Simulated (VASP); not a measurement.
Write the native input for VASP 6.6.1 that does the following.

```yaml
Task: relaxation of cell and atoms
Functional: PBE
Potentials_or_basis: VASP PAW PBE potentials, release 64 (Mg, O)
Cutoff: 600 eV
k_mesh: 12 × 12 × 12
Occupations: gaussian, width 0.03 eV
Spin: no spin polarisation
Further_INCAR_settings: ALGO = Normal; EDIFF = 1e-06; IBRION = 2; EDIFFG = -0.01; NSW = 90; ISIF = 3
```

The structure of MgO lies in POSCAR:

```
MgO
1.0
    0.0000000000      2.1085000000      2.1085000000
    2.1085000000      0.0000000000      2.1085000000
    2.1085000000      2.1085000000      0.0000000000
Mg O
1 1
Direct
    0.0000000000      0.0000000000      0.0000000000
    0.5000000000      0.5000000000      0.5000000000
```

The input as run:

INCAR

```
SYSTEM = MgO
PREC = Accurate
ENCUT = 600
EDIFF = 1E-6
ISMEAR = 0
SIGMA = 0.03
LREAL = .FALSE.
LASPH = .TRUE.
NELM = 80
ALGO = Normal
ISIF = 3
LWAVE = .FALSE.
LCHARG = .FALSE.
GGA = PE
IBRION = 2
NSW = 90
EDIFFG = -0.01
```

KPOINTS

```
Automatic mesh
0
G
  12 12 12
  0 0 0
```

Potentials or basis: VASP PAW PBE potentials, release 64 (Mg, O).

Launch:

```bash
$ cat potpaw_PBE.64/Mg/POTCAR potpaw_PBE.64/O/POTCAR > POTCAR
$ mpirun -np 1 vasp_std > vasp.out
```

Results of the run:

| Property | Result |
| --- | --- |
| Relaxed volume | 9.56 Å³/atom |
| Relaxed cell | a = 3.002 Å, b = 3.002 Å, c = 3.002 Å, α = 60.00°, β = 60.00°, γ = 60.00° |
| Space group after relaxing (to 0.05 Å) | Fm-3m (No. 225) |
| Energy gained by relaxing | 1.8 meV/atom |
| Ionic steps | 3 |
| Pressure after relaxing | 0.0 GPa |
| Band gap on the k mesh | 4.50 eV, direct |

Run time: 15 s on 1 thread of Intel(R) Xeon(R) Platinum 8488C (Sapphire Rapids), with other jobs on the host, peak memory 0.14 GiB.
